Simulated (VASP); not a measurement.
VASP input:

**POSCAR**
```
BaTiO3
1
    3.9173905635     0.0000000000     0.0000000000
    0.0000000000     3.9173905635     0.0000000000
    0.0000000000     0.0000000000     3.9173905635
Ba Ti O
1 1 3
Direct
  0.0000000000   0.0000000000   0.0000000000
  0.5000000000   0.5000000000   0.5000000000
  0.5000000000   0.0000000000   0.5000000000
  0.0000000000   0.5000000000   0.5000000000
  0.5000000000   0.5000000000   0.0000000000
```

### KPOINTS
```
Automatic
0
Gamma
 6 6 6
```

### INCAR
```
# general
SYSTEM   =  BaTiO3
PREC     =  Accurate
ENCUT    =  620
LREAL    =  .FALSE.
LASPH    =  .TRUE.

# electronic loop
EDIFF    =  1E-6
NELM     =  100
ALGO     =  Normal
LMAXMIX  =  4

# smearing
ISMEAR   =  0
SIGMA    =  0.05

# functional
GGA      =  PS

# ions
IBRION   =  2
NSW      =  40
ISIF     =  3
EDIFFG   =  -0.02
PSTRESS  =  200

# output
LWAVE    =  .FALSE.
LCHARG   =  .FALSE.
```

POTCAR, in this order: Ba_sv Ti_sv O (PBE.64 set). Program: vasp_std.

Question: Write an equivalent input for Ansatz.

Answer: One equivalent input (not run):
Ansatz 0.2 input:
```yaml
crystal:
  lattice:
    - [3.9173906, 0.0000000, 0.0000000]
    - [0.0000000, 3.9173906, 0.0000000]
    - [0.0000000, 0.0000000, 3.9173906]
  atoms:
    - { symbol: Ba, position: [0.0000000, 0.0000000, 0.0000000] }
    - { symbol: Ti, position: [0.5000000, 0.5000000, 0.5000000] }
    - { symbol: O, position: [0.5000000, 0.0000000, 0.5000000] }
    - { symbol: O, position: [0.0000000, 0.5000000, 0.5000000] }
    - { symbol: O, position: [0.5000000, 0.5000000, 0.0000000] }
kpoints:
  mp_grid: { grid: [6, 6, 6] }
hamiltonian:
  xc: pbesol
  pseudopotentials: { kind: paw }
scf:
  occupations: { method: gaussian, width: 0.05 }
  max_iter: 100
relax:
  max_steps: 40
  f_tol: 0.02
  cell: { p_target: 20 }
output: { forces: true, stress: true, eigenvalues: true }
```
The two are equivalent in intent, not identical: each code has its own PAW files, so the cut-off isn't converted (ENCUT is set for VASP's; basis.ecutwfc is left out, and Ansatz then takes the one that its files recommend); Ansatz stops its SCF on the density residual and VASP on the energy change (EDIFF).

The compound is BaTiO3 in the cubic perovskite structure, the ideal cubic form; the compound distorts at low or room temperature. This run relaxes it under an external pressure of 20 GPa. Symmetry was kept, so distortions that lower it aren't found.
